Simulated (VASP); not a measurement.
Computed with PBE GGA, VASP's PBE PAW potentials (set 64) (plane waves; VASP).

Input for VASP

KPOINTS:
```
Automatic mesh
0
Gamma
6 6 5
0 0 0
```

**POSCAR**
```
Ga
4.5873880
  0.4864504594  -0.8339349102   0.0000000000
  0.4864504594   0.8339349102   0.0000000000
  0.0000000000   0.0000000000   1.0000000000
Ga
4
Cart
  0.4864504594  -0.2596873310   0.4154000000
  0.4864504594   0.2596873310   0.5846000000
  0.4864504594  -0.5742475792   0.9154000000
  0.4864504594   0.5742475792   0.0846000000
```

### INCAR
```
SYSTEM = Ga
PREC = Accurate
ENCUT = 300
EDIFF = 1E-6
NELM = 100
ALGO = Normal
LREAL = .FALSE.
LASPH = .TRUE.
ISMEAR = -1
SIGMA = 0.136
GGA = PE
LMAXMIX = 4
LWAVE = .FALSE.
LCHARG = .FALSE.
ISIF = 2
```

POTCAR, in this order: Ga_d (PBE.64 set). Program: vasp_std.

At this cut-off the stress carries a Pulay error, which pulls relaxed volumes low.

Task: Predict the energy per atom (σ→0), pressure, band gap (on the k-mesh).

Result: 
| Quantity | Result |
|---|---|
| energy per atom (σ→0) | -2.903 eV/atom |
| band gap (on the k-mesh) | none (metal, semimetal or under 0.01 eV) |
| pressure | 1.92 GPa |

### OSZICAR
```
...
DAV:   6    -0.116542777993E+02    0.74518E-01   -0.19804E-01  2896   0.622E+00    0.138E+00
DAV:   7    -0.116402996583E+02    0.13978E-01   -0.59271E-02  3321   0.274E+00    0.305E-01
DAV:   8    -0.116392352973E+02    0.10644E-02   -0.13892E-02  2642   0.137E+00    0.466E-02
DAV:   9    -0.116393895439E+02   -0.15425E-03   -0.99299E-04  2723   0.340E-01    0.252E-02
DAV:  10    -0.116394024148E+02   -0.12871E-04   -0.21371E-04  2811   0.163E-01    0.543E-03
DAV:  11    -0.116394029962E+02   -0.58139E-06   -0.33685E-05  2754   0.696E-02    0.376E-03
DAV:  12    -0.116394029061E+02    0.90031E-07   -0.67133E-06  2725   0.288E-02
   1 F= -.11639403E+02 E0= -.11612026E+02  d E =-.547530E-01
```

The structure comes from a computed database's Ga entry; how it stands against other phases isn't given here. The cell was not relaxed at this level.
